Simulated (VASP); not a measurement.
Method: PBEsol GGA, VASP's PBE PAW potentials (set 64) (plane waves; VASP 6.6.1).

The input files of a VASP run:

**POSCAR**
```
SiO2
1
    5.0946189049     0.0000000000     0.0000000000
   -2.5473094524     4.4120689947    -0.0000000000
    0.0000000000     0.0000000000     8.6010009163
Si O
4 8
Direct
  0.6666670000   0.3333330000   0.9371626553
  0.3333330000   0.6666670000   0.4371626553
  0.6666670000   0.3333330000   0.5628373447
  0.3333330000   0.6666670000   0.0628373447
  0.0000000000   0.4205884401   0.0000000000
  0.5794115599   0.0000000000   0.5000000000
  0.5794115599   0.5794115599   0.0000000000
  1.0000000000   0.5794115599   0.5000000000
  0.4205884401   0.0000000000   0.0000000000
  0.4205884401   0.4205884401   0.5000000000
  0.6666670000   0.3333330000   0.7500000000
  0.3333330000   0.6666670000   0.2500000000
```

KPOINTS:
```
Automatic mesh
0
Gamma
5 5 3
0 0 0
```

INCAR:
```
SYSTEM = SiO2
PREC = Accurate
ENCUT = 520
EDIFF = 1E-6
NELM = 100
ALGO = Normal
LREAL = .FALSE.
LASPH = .TRUE.
ISMEAR = 0
SIGMA = 0.05
GGA = PS
LWAVE = .FALSE.
LCHARG = .FALSE.
IBRION = 2
ISIF = 3
NSW = 60
EDIFFG = -0.02
```

POTCAR, in this order: Si O (PBE.64 set). Program: vasp_std.

### Question
What does the run give for the energy per atom (σ→0)?

### Answer

| Property | Result |
|---|---|
| energy per atom (σ→0) | -8.223 eV/atom |

### OSZICAR
```
...
DAV:   8    -0.986563906296E+02    0.47219E-01   -0.71465E-02   906   0.183E+00    0.182E+00
DAV:   9    -0.986660843150E+02   -0.96937E-02   -0.31614E-02   920   0.116E+00    0.384E-01
DAV:  10    -0.986741556423E+02   -0.80713E-02   -0.88834E-03   892   0.431E-01    0.137E-01
DAV:  11    -0.986744263435E+02   -0.27070E-03   -0.28011E-03   920   0.278E-01    0.461E-02
DAV:  12    -0.986744936664E+02   -0.67323E-04   -0.16542E-04   920   0.707E-02    0.255E-02
DAV:  13    -0.986745109350E+02   -0.17269E-04   -0.17317E-05   920   0.220E-02    0.401E-03
DAV:  14    -0.986745112767E+02   -0.34169E-06   -0.96415E-07   600   0.542E-03
   1 F= -.98674511E+02 E0= -.98674511E+02  d E =-.986745E+02
```

The structure comes from a computed database's SiO2 entry (P6_322); how it stands against other phases isn't given here. It was relaxed first. The start is the result of an earlier pass.
